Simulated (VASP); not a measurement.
# SrB3Pt (Pm-3m) in VASP: further runs

One crystal, SrB3Pt, is run at these levels: PBE+U; tasks: relaxation of cell and atoms.

Everything below comes from runs of VASP 6.6.1. Logs are shortened: lines on timing, memory, paths and dates and some standing lists are left out, and cuts for length are marked.

## (1) The crystal as given

The structure is cubic, space group Pm-3m (No. 221). The conventional cell has a = 4.541 Å, b = 4.541 Å, c = 4.541 Å, α = 90.00°, β = 90.00°, γ = 90.00°. Around Sr (site symmetry m-3m) lie 6 B at 2.27 Å. B (site symmetry 4/mmm) has 2 Sr at 2.27 Å as nearest neighbours. Pt (site symmetry m-3m) has 12 B at 3.21 Å as nearest neighbours.

The cell was built by a generator and needn't be a form met in nature.

## (2) Relaxation of cell and atoms, PBE+U

Contents of INCAR:

```
PREC = Accurate
ENCUT = 600
EDIFF = 1E-6
ISMEAR = -1
SIGMA = 0.05
LREAL = F
LASPH = T
NELM = 60
ALGO = Normal
ISIF = 3
LWAVE = F
LCHARG = F
LMAXMIX = 4
LDAU = T
LDAUTYPE = 2
LDAUL = -1 -1 2
LDAUU = 0 0 2
LDAUJ = 0 0 0
LDAUPRINT = 1
GGA = PE
IBRION = 2
NSW = 60
EDIFFG = -0.01
```

Contents of KPOINTS:

```
Automatic mesh
0
Gamma
  5 5 5
```

Contents of POSCAR:

```
SrB3Pt
1.0
    4.5405600000      0.0000000000      0.0000000000
    0.0000000000      4.5405600000      0.0000000000
    0.0000000000      0.0000000000      4.5405600000
Sr B Pt
1 3 1
Direct
    0.0000000000      0.0000000000      0.0000000000
    0.5000000000      0.0000000000      0.0000000000
    0.0000000000      0.5000000000      0.0000000000
    0.0000000000      0.0000000000      0.5000000000
    0.5000000000      0.5000000000      0.5000000000
```

Potentials or basis: VASP PAW PBE potentials, release 64 (Sr_sv, B, Pt).

Command:

```bash
$ cat potpaw_PBE.64/Sr_sv/POTCAR potpaw_PBE.64/B/POTCAR potpaw_PBE.64/Pt/POTCAR > POTCAR
$ mpirun -np 1 vasp_std > vasp.out
```

OUTCAR:

```text
PREC = Accurate
   ENCUT = 600
   EDIFF = 1E-6
   ISMEAR = -1
   LREAL = F
   LASPH = T
   NELM = 60
   ISIF = 3
   GGA = PE
   IBRION = 2
   NSW = 60
   EDIFFG = -0.01

 ion  position               nearest neighbor table
   1  0.000  0.000  0.000-   2 2.27   3 2.27   4 2.27   4 2.27   3 2.27   2 2.27   5 3.93   5 3.93
                             5 3.93   5 3.93   5 3.93   5 3.93   5 3.93   5 3.93
   2  0.500  0.000  0.000-   1 2.27   1 2.27
   3  0.000  0.500  0.000-   1 2.27   1 2.27
   4  0.000  0.000  0.500-   1 2.27   1 2.27
   5  0.500  0.500  0.500-   1 3.93   1 3.93   1 3.93   1 3.93   1 3.93   1 3.93   1 3.93   1 3.93

  LATTYP: Found a simple cubic cell.
 ALAT       =     4.5405600000

  Lattice vectors:

 A1 = (   4.5405600000,   0.0000000000,   0.0000000000)
 A2 = (   0.0000000000,   4.5405600000,   0.0000000000)
 A3 = (   0.0000000000,   0.0000000000,   4.5405600000)

Analysis of symmetry for initial positions (statically):
=====================================================================
 Subroutine PRICEL returns:
 Original cell was already a primitive cell.

 Routine SETGRP: Setting up the symmetry group for a
 simple cubic supercell.

 Subroutine GETGRP returns: Found 48 space group operations
 (whereof 48 operations were pure point group operations)
 out of a pool of 48 trial point group operations.

The static configuration has the point symmetry O_h .

Analysis of symmetry for dynamics (positions and initial velocities):
=====================================================================
 Subroutine PRICEL returns:
 Original cell was already a primitive cell.

 Routine SETGRP: Setting up the symmetry group for a
 simple cubic supercell.

 Subroutine GETGRP returns: Found 48 space group operations
 (whereof 48 operations were pure point group operations)
 out of a pool of 48 trial point group operations.

The dynamic configuration has the point symmetry O_h .

 Subroutine INISYM returns: Found 48 space group operations
 (whereof 48 operations are pure point group operations),
 and found     1 'primitive' translations

----------------------------------------------------------------------------------------

                                     Primitive cell

  volume of cell :      93.6113

  direct lattice vectors                    reciprocal lattice vectors
     4.540560000  0.000000000  0.000000000     0.220237151  0.000000000  0.000000000
     0.000000000  4.540560000  0.000000000     0.000000000  0.220237151  0.000000000
     0.000000000  0.000000000  4.540560000     0.000000000  0.000000000  0.220237151

  length of vectors
     4.540560000  4.540560000  4.540560000     0.220237151  0.220237151  0.220237151

  position of ions in fractional coordinates (direct lattice)
     0.000000000  0.000000000  0.000000000
     0.500000000  0.000000000  0.000000000
     0.000000000  0.500000000  0.000000000
     0.000000000  0.000000000  0.500000000
     0.500000000  0.500000000  0.500000000

  ion indices of the primitive-cell ions
   primitive index   ion index
                 1           1
                 2           2
                 3           3
                 4           4
                 5           5

----------------------------------------------------------------------------------------

 KPOINTS: Automatic mesh

Automatic generation of k-mesh.
 Grid dimensions read from file:
 generate k-points for:    5    5    5

 Generating k-lattice:

  Cartesian coordinates                     Fractional coordinates (reciprocal lattice)
     0.044047430  0.000000000  0.000000000     0.200000000  0.000000000  0.000000000
     0.000000000  0.044047430  0.000000000     0.000000000  0.200000000  0.000000000
[... 30 lines left out ...]
   ions per type =               1   3   1
   NGX,Y,Z   is equivalent  to a cutoff of  13.18, 13.18, 13.18 a.u.
   NGXF,Y,Z  is equivalent  to a cutoff of  26.36, 26.36, 26.36 a.u.
 SYSTEM =  unknown system
   PREC   = accura    normal or accurate (medium, high low for compatibility)
   ISTART =      0    job   : 0-new  1-cont  2-samecut
   ICHARG =      2    charge: 1-file 2-atom 10-const
   ISPIN  =      1    spin polarized calculation?
   LNONCOLLINEAR =      F non collinear calculations
   LSORBIT =      F    spin-orbit coupling
   LASPH  =      T    aspherical Exc in radial PAW
   ENCUT  =  600.0 eV  44.10 Ry    6.64 a.u.   9.07  9.07  9.07*2*pi/ulx,y,z
   NELM   =     60;   NELMIN=  2; NELMDL= -5     # of ELM steps
   EDIFF  = 0.1E-05   stopping-criterion for ELM
   LREAL  =      F    real-space projection
   EDIFFG = -.1E-01   stopping-criterion for IOM
   NSW    =     60    number of steps for IOM
   IBRION =      2    ionic relax: 0-MD 1-quasi-New 2-CG
   NFREE  =      1    steps in history (QN), initial steepest desc. (CG)
   ISIF   =      3    stress and relaxation
   ISYM   =      2    0-nonsym 1-usesym 2-fastsym
   POTIM  = 0.5000    time-step for ionic-motion
   TEBEG  =    0.0;   TEEND  =   0.0 temperature during run
   PSTRESS=    0.0 pullay stress
   NELECT =      29.0000    total number of electrons
   NUPDOWN=      -1.0000    fix difference up-down
   EMIN   =  10.00;   EMAX   =-10.00  energy-range for DOS
   EFERMI =   0.00;   METHOD = LEGACY
   ISMEAR =    -1;   SIGMA  =   0.05  broadening in eV -4-tet -1-fermi 0-gaus
   EFERMI_NEDOS =   21; number of points for ismear=-14 and -15
   IALGO  =     38    algorithm
   IMIX   =      4    mixing-type and parameters
     AMIX     =   0.40;   BMIX     =  1.00
     AMIX_MAG =   1.60;   BMIX_MAG =  1.00
  volume/ion in A,a.u.               =      18.72       126.34
  Fermi-wavevector in a.u.,A,eV,Ry     =   1.107724  2.093294 16.695050  1.227052
  Thomas-Fermi vector in A             =   2.244242
   LORBIT       =      0    0 simple, 1 ext, 2 COOP (PROOUT), +10 PAW based schemes
 LDA+U is selected, type is set to LDAUTYPE =  2
   angular momentum for each species LDAUL =    -1   -1    2
   U (eV)           for each species LDAUU =   0.0  0.0  2.0
   J (eV)           for each species LDAUJ =   0.0  0.0  0.0
   GGA     = PE    functional components
   LHFCALC =     F    Hartree Fock is set to
   AEXX    =    0.0000 exact exchange contribution
   IVDW    =     0    specifies the selected vdW correction
   LEPSILON=     F    determine dielectric tensor
   LRPA    =     F    only Hartree local field effects (RPA)
 conjugate gradient relaxation of ions
 non-spin polarized calculation
  energy-cutoff  :      600.00
  volume of cell :       93.61
 maximum number of plane-waves:      3143
   NGX = 19   NGY = 19   NGZ = 19

--------------------------------------- Ionic step        1  -------------------------------------------

 number of electron      29.0000000 magnetization

 Free energy of the ion-electron system (eV)
  ---------------------------------------------------
  ext. energy  EPLUGINS =         0.00000000
  ---------------------------------------------------
  free energy    TOTEN  =       -10.66417922 eV

  energy without entropy =      -10.63223006  energy(sigma->0) =      -10.64820464

------------------------ aborting loop because EDIFF is reached ----------------------------------------

  FORCE on cell =-STRESS in cart. coord.  units (eV):
  Direction    XX          YY          ZZ          XY          YZ          ZX
  --------------------------------------------------------------------------------------
  -------------------------------------------------------------------------------------
  Total        0.5043551      0.5043551      0.5043551      0.0000000      0.0000000     -0.0000000
  in kB        8.6321449      8.6321449      8.6321449      0.0000000      0.0000000     -0.0000000
  external PRESSURE =       8.6321449 kB  Pullay stress =       0.0000000 kB
[... 137 lines left out ...]
  FREE ENERGIE OF THE ION-ELECTRON SYSTEM (eV)
  ---------------------------------------------------
  free  energy   TOTEN  =       -10.6690293346 eV

  energy  without entropy=      -10.6200247507  energy(sigma->0) =      -10.64452704

atom =   5  type =  3  l = 2

 onsite density matrix

spin component  1

  0.7889  0.0000  0.0000  0.0000 -0.0000
  0.0000  0.7889 -0.0000 -0.0000  0.0000
  0.0000 -0.0000  0.8854  0.0000  0.0000
  0.0000 -0.0000  0.0000  0.7889 -0.0000
 -0.0000  0.0000  0.0000 -0.0000  0.8854

spin component  2

  0.7889  0.0000  0.0000  0.0000 -0.0000
  0.0000  0.7889 -0.0000 -0.0000  0.0000
  0.0000 -0.0000  0.8854  0.0000  0.0000
  0.0000 -0.0000  0.0000  0.7889 -0.0000
 -0.0000  0.0000  0.0000 -0.0000  0.8854

 occupancies and eigenvectors

  o =  0.7889  v =  1.0000  0.0000  0.0000  0.0000  0.0000  0.0000  0.0000  0.0000  0.0000  0.0000      0.0000  0.0000  0.0000  0.0000  0.0000  0.0000  0.0000  0.0000  0.0000  0.0000
  o =  0.7889  v =  0.0000 -0.7184 -0.0000  0.6956 -0.0000  0.0000  0.0000  0.0000  0.0000  0.0000      0.0000  0.0000  0.0000  0.0000  0.0000  0.0000  0.0000  0.0000  0.0000  0.0000
  o =  0.7889  v =  0.0000  0.6956  0.0000  0.7184  0.0000  0.0000  0.0000  0.0000  0.0000  0.0000      0.0000  0.0000  0.0000  0.0000  0.0000  0.0000  0.0000  0.0000  0.0000  0.0000
  o =  0.7889  v =  0.0000  0.0000  0.0000  0.0000  0.0000  1.0000  0.0000  0.0000  0.0000  0.0000      0.0000  0.0000  0.0000  0.0000  0.0000  0.0000  0.0000  0.0000  0.0000  0.0000
  o =  0.7889  v =  0.0000  0.0000  0.0000  0.0000  0.0000  0.0000 -0.7184 -0.0000  0.6956 -0.0000      0.0000  0.0000  0.0000  0.0000  0.0000  0.0000  0.0000  0.0000  0.0000  0.0000
  o =  0.7889  v =  0.0000  0.0000  0.0000  0.0000  0.0000  0.0000  0.6956  0.0000  0.7184  0.0000      0.0000  0.0000  0.0000  0.0000  0.0000  0.0000  0.0000  0.0000  0.0000  0.0000
  o =  0.8854  v =  0.0000  0.0000  0.0000  0.0000  0.0000  0.0000  0.0000 -0.7483  0.0000  0.6633      0.0000  0.0000  0.0000  0.0000  0.0000  0.0000  0.0000  0.0000  0.0000  0.0000
  o =  0.8854  v =  0.0000  0.0000 -0.7483  0.0000  0.6633  0.0000  0.0000  0.0000  0.0000  0.0000      0.0000  0.0000  0.0000  0.0000  0.0000  0.0000  0.0000  0.0000  0.0000  0.0000
  o =  0.8854  v =  0.0000 -0.0000  0.6633 -0.0000  0.7483  0.0000  0.0000  0.0000  0.0000  0.0000      0.0000  0.0000  0.0000  0.0000  0.0000  0.0000  0.0000  0.0000  0.0000  0.0000
  o =  0.8854  v =  0.0000  0.0000  0.0000  0.0000  0.0000  0.0000 -0.0000  0.6633 -0.0000  0.7483      0.0000  0.0000  0.0000  0.0000  0.0000  0.0000  0.0000  0.0000  0.0000  0.0000

--------------------------------------- Ionic step        5  -------------------------------------------

 number of electron      29.0000001 magnetization

 Free energy of the ion-electron system (eV)
  ---------------------------------------------------
  ext. energy  EPLUGINS =         0.00000000
  ---------------------------------------------------
  free energy    TOTEN  =       -10.68214428 eV

  energy without entropy =      -10.63663370  energy(sigma->0) =      -10.65938899

 E-fermi :   1.8408     XC(G=0):  -9.4431

 val. band max:        1.7164623685   @ k =   0.4000   0.2000   0.2000
 cond. band min:       1.8711019699   @ k =   0.4000   0.4000   0.0000
 fundamental gap:      0.1546396014
 Fermi energy:         1.8408148476

 k-point     1 :       0.0000    0.0000    0.0000
  band No.  band energies     occupation
      1     -31.6423      2.00000
      2     -14.2071      2.00000
      3     -14.2071      2.00000
      4     -14.2071      2.00000
      5      -5.3106      2.00000
      6      -3.1942      2.00000
[... 231 lines left out ...]
  FREE ENERGIE OF THE ION-ELECTRON SYSTEM (eV)
  ---------------------------------------------------
  free  energy   TOTEN  =       -10.6821442772 eV

  energy  without entropy=      -10.6366337029  energy(sigma->0) =      -10.65938899

 reached required accuracy - stopping structural energy minimisation
```

Run time: 63 s. Hardware: 1 thread of AMD EPYC 9R45 (Zen 5), shared host; peak memory 0.19 GiB.

Results:

- Free energy: -10.6821 eV
- Relaxed volume: 20.18 Å³/atom
- Relaxed cell: a = 4.656 Å, b = 4.656 Å, c = 4.656 Å, α = 90.00°, β = 90.00°, γ = 90.00°
- Space group after relaxing (to 0.05 Å): Pm-3m (No. 221)
- Energy gained by relaxing: 3.6 meV/atom
- Ionic steps: 5
- Pressure after relaxing: 0.0 GPa
- Band gap on the k mesh: none (metal or under the smearing width)

The path:
```csv
step,energy change (eV),largest force (eV/Å),pressure (GPa),volume (Å³)
1,0.0000,0.0000,0.86,93.61
2,-0.0063,0.0000,0.63,94.98
3,-0.0166,0.0000,0.21,99.08
4,-0.0049,0.0000,-0.70,107.61
5,-0.0180,0.0000,0.04,100.91
```

Final structure:
```cif
data_structure
_symmetry_space_group_name_H-M 'P 1'
_symmetry_Int_Tables_number 1
_cell_length_a 4.6556
_cell_length_b 4.6556
_cell_length_c 4.6556
_cell_angle_alpha 90.000
_cell_angle_beta 90.000
_cell_angle_gamma 90.000
_cell_volume 100.91
loop_
_atom_site_label
_atom_site_type_symbol
_atom_site_fract_x
_atom_site_fract_y
_atom_site_fract_z
_atom_site_occupancy
Sr1 Sr 0.00000 0.00000 0.00000 1
B1 B 0.50000 0.00000 0.00000 1
B2 B 0.00000 0.50000 0.00000 1
B3 B 0.00000 0.00000 0.50000 1
Pt1 Pt 0.50000 0.50000 0.50000 1
```

Levels at points of the mesh, in eV from the Fermi level:
```tsv
k point	band 10	band 11	band 12	band 13	band 14	band 15	band 16	band 17	band 18
(0.00, 0.00, 0.00)	-1.31	-1.30	-1.30	0.19	0.19	0.19	1.48	1.94	1.94
```

Eigenvalues of the final occupation matrices:
```
    site  spin  trace               eigenvalues
site 5 d     1   4.14  0.79 0.79 0.79 0.89 0.89
site 5 d     2   4.14  0.79 0.79 0.79 0.89 0.89
```

Caveat: U without spin polarisation on a metal has little footing; the U is typed as a test and isn't derived for this compound. Spin-orbit coupling is left out, which matters for the levels of Pt.

## (3) Relaxation of cell and atoms, PBE+U

Edit INCAR of step 2 so:

```diff
@@ -16,3 +16,3 @@
 LDAUL = -1 -1 2
-LDAUU = 0 0 2
+LDAUU = 0 0 3
 LDAUJ = 0 0 0
```

KPOINTS is that of step 2.

POSCAR is that of step 2.

Potentials or basis: VASP PAW PBE potentials, release 64 (Sr_sv, B, Pt).

Command:

```bash
$ cat potpaw_PBE.64/Sr_sv/POTCAR potpaw_PBE.64/B/POTCAR potpaw_PBE.64/Pt/POTCAR > POTCAR
$ mpirun -np 1 vasp_std > vasp.out
```

Wall time 60 s (1 thread of AMD EPYC 9R45 (Zen 5), shared host); peak memory 0.19 GiB.

It converged, with:

```yaml
Free_energy: -9.9985 eV
Relaxed_volume: 20.56 Å³/atom
Relaxed_cell: a = 4.685 Å, b = 4.685 Å, c = 4.685 Å, α = 90.00°, β = 90.00°, γ = 90.00°
Space_group_after_relaxing_to_0.05_Å: Pm-3m (No. 221)
Energy_gained_by_relaxing: 6.1 meV/atom
Ionic_steps: 5
Pressure_after_relaxing: 0.1 GPa
Band_gap_on_the_k_mesh: none (metal or under the smearing width)
```

Step by step:
| step | energy change (eV) | largest force (eV/Å) | pressure (GPa) | volume (Å³) |
| --- | --- | --- | --- | --- |
| 1 | 0.0000 | 0.0000 | 0.97 | 93.61 |
| 2 | -0.0091 | 0.0000 | 0.83 | 95.16 |
| 3 | -0.0266 | 0.0000 | 0.37 | 99.90 |
| 4 | -0.0144 | 0.0000 | -0.80 | 109.86 |
| 5 | -0.0307 | 0.0000 | 0.05 | 102.80 |

Final structure:
```
Sr B Pt
1.0
     4.68454    0.00000    0.00000
     0.00000    4.68454    0.00000
     0.00000    0.00000    4.68454
Sr B Pt
1 3 1
Cartesian
  0.0000 0.0000 0.0000
  2.3423 0.0000 0.0000
  0.0000 2.3423 0.0000
  0.0000 0.0000 2.3423
  2.3423 2.3423 2.3423
```

Levels at points of the mesh, in eV from the Fermi level:
| k point | band 12 | band 13 | band 14 | band 15 | band 16 | band 17 |
| --- | --- | --- | --- | --- | --- | --- |
| (0.00, 0.00, 0.00) | -1.32 | 0.22 | 0.22 | 0.22 | 1.54 | 1.94 |

Eigenvalues of the final occupation matrices:
| site | spin | trace | eigenvalues |
| --- | --- | --- | --- |
| site 5 d | 1 | 4.19 | 0.80 0.80 0.80 0.90 0.90 |
| site 5 d | 2 | 4.19 | 0.80 0.80 0.80 0.90 0.90 |

Caveat: U without spin polarisation on a metal has little footing; the U is typed as a test and isn't derived for this compound.

## (4) Relaxation of cell and atoms, PBE+U

Edit INCAR of step 3 so:

```diff
@@ -16,3 +16,3 @@
 LDAUL = -1 -1 2
-LDAUU = 0 0 3
+LDAUU = 0 0 4
 LDAUJ = 0 0 0
```

KPOINTS is that of step 3.

POSCAR is that of step 3.

Command:

```bash
$ cat potpaw_PBE.64/Sr_sv/POTCAR potpaw_PBE.64/B/POTCAR potpaw_PBE.64/Pt/POTCAR > POTCAR
$ mpirun -np 1 vasp_std > vasp.out
```

It took 59 s on 1 thread of AMD EPYC 9R45 (Zen 5), shared host; peak memory 0.2 GiB.

It converged, with:

```
Free energy                            : -9.3546 eV
Relaxed volume                         : 20.97 Å³/atom
Relaxed cell                           : a = 4.715 Å, b = 4.715 Å, c = 4.715 Å, α = 90.00°, β = 90.00°, γ = 90.00°
Space group after relaxing (to 0.05 Å) : Pm-3m (No. 221)
Energy gained by relaxing              : 9.6 meV/atom
Ionic steps                            : 5
Pressure after relaxing                : 0.0 GPa
Band gap on the k mesh                 : none (metal or under the smearing width)
```

The path:
```csv
step,energy change (eV),largest force (eV/Å),pressure (GPa),volume (Å³)
1,0.0000,0.0000,1.28,93.61
2,-0.0148,0.0000,1.05,95.66
3,-0.0441,0.0000,0.40,101.97
4,-0.0060,0.0000,-1.26,115.42
5,-0.0480,0.0000,0.03,104.83
```

Final structure:
```
Sr B Pt
1.0
     4.71515    0.00000    0.00000
     0.00000    4.71515    0.00000
     0.00000    0.00000    4.71515
Sr B Pt
1 3 1
Direct
  0.00000 0.00000 0.00000
  0.50000 0.00000 0.00000
  0.00000 0.50000 0.00000
  0.00000 0.00000 0.50000
  0.50000 0.50000 0.50000
```

Levels at points of the mesh, in eV from the Fermi level:
```tsv
k point	band 11	band 12	band 13	band 14	band 15	band 16	band 17	band 18
(0.00, 0.00, 0.00)	-1.33	-1.33	0.25	0.25	0.25	1.62	1.95	1.95
```

Eigenvalues of the final occupation matrices:
| site | spin | trace | eigenvalues |
| --- | --- | --- | --- |
| site 5 d | 1 | 4.26 | 0.82 0.82 0.82 0.91 0.91 |
| site 5 d | 2 | 4.26 | 0.82 0.82 0.82 0.91 0.91 |

Caveat: U without spin polarisation on a metal has little footing; the U is typed as a test and isn't derived for this compound. Spin-orbit coupling is left out, which matters for the levels of Pt.

## (5) Relaxation of cell and atoms, PBE+U

Edit INCAR of step 4 so:

```diff
@@ -16,3 +16,3 @@
 LDAUL = -1 -1 2
-LDAUU = 0 0 4
+LDAUU = 0 0 5
 LDAUJ = 0 0 0
```

KPOINTS is that of step 4.

POSCAR is that of step 4.

Command:

```bash
$ cat potpaw_PBE.64/Sr_sv/POTCAR potpaw_PBE.64/B/POTCAR potpaw_PBE.64/Pt/POTCAR > POTCAR
$ mpirun -np 1 vasp_std > vasp.out
```

Run time: 61 s. Hardware: 1 thread of AMD EPYC 9R45 (Zen 5), shared host; peak memory 0.2 GiB.

Results (log left out):

```
Free energy                            : -8.7557 eV
Relaxed volume                         : 21.33 Å³/atom
Relaxed cell                           : a = 4.743 Å, b = 4.743 Å, c = 4.743 Å, α = 90.00°, β = 90.00°, γ = 90.00°
Space group after relaxing (to 0.05 Å) : Pm-3m (No. 221)
Energy gained by relaxing              : 14.1 meV/atom
Ionic steps                            : 5
Pressure after relaxing                : 0.0 GPa
Band gap on the k mesh                 : none (metal or under the smearing width)
```

The path:
| step | energy change (eV) | largest force (eV/Å) | pressure (GPa) | volume (Å³) |
| --- | --- | --- | --- | --- |
| 1 | 0.0000 | 0.0000 | 1.55 | 93.61 |
| 2 | -0.0222 | 0.0000 | 1.33 | 96.09 |
| 3 | -0.0664 | 0.0000 | 0.43 | 103.78 |
| 4 | 0.0014 | 0.0000 | -1.68 | 120.38 |
| 5 | -0.0707 | 0.0000 | 0.02 | 106.67 |

Final structure:
```
Sr B Pt
1.0
     4.74256    0.00000    0.00000
     0.00000    4.74256    0.00000
     0.00000    0.00000    4.74256
Sr B Pt
1 3 1
Direct
  0.00000 0.00000 0.00000
  0.50000 0.00000 0.00000
  0.00000 0.50000 0.00000
  0.00000 0.00000 0.50000
  0.50000 0.50000 0.50000
```

Levels at points of the mesh, in eV from the Fermi level:
```csv
k point,band 12,band 13,band 14,band 15,band 16,band 17
"(0.00, 0.00, 0.00)",-1.38,0.28,0.28,0.28,1.71,1.96
```

Eigenvalues of the final occupation matrices:
```
    site  spin  trace               eigenvalues
site 5 d     1   4.33  0.83 0.83 0.83 0.92 0.92
site 5 d     2   4.33  0.83 0.83 0.83 0.92 0.92
```

Caveat: U without spin polarisation on a metal has little footing; the U is typed as a test and isn't derived for this compound. Spin-orbit coupling is left out, which matters for the levels of Pt.

(Continued in part 2 of 2.)
